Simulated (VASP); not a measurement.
A run of VASP 6.6.1 is set up as follows.

INCAR

```
SYSTEM = ZnO
ALGO = Normal ; EDIFF = 1E-7
ENCUT = 520 ; GGA = PE
ISIF = 2 ; ISMEAR = 0
LASPH = .True. ; LCHARG = .True.
LELF = .True. ; LREAL = .False.
LVHAR = .True. ; LWAVE = .False.
NBANDS = 26 ; NELM = 100
PREC = Accurate ; SIGMA = 0.01
```

Contents of KPOINTS:

```
k-points
0
Gamma
  9 9 6
  0 0 0
```

File POSCAR:

```
ZnO
1.0
    3.2794441253      0.0000000000      0.0000000000
   -1.6397220626      2.8400819228      0.0000000000
    0.0000000000      0.0000000000      5.2937307530
Zn O
2 2
Direct
    0.3333333333      0.6666666667      0.4999727830
    0.6666666667      0.3333333333     -0.0000272170
    0.6666666667      0.3333333333      0.3790372170
    0.3333333333      0.6666666667      0.8790372170
```

Potentials or basis: VASP PAW PBE potentials, release 64 (Zn, O).

The run is started by

```sh
$ cat potpaw_PBE.64/Zn/POTCAR potpaw_PBE.64/O/POTCAR > POTCAR
$ mpirun -np 1 vasp_std > vasp.out
```

Task: Estimate the band gap on the k mesh.

Result: 0.73 eV, direct.

Task: What does it give for the pressure?

Result: 0.9 GPa.
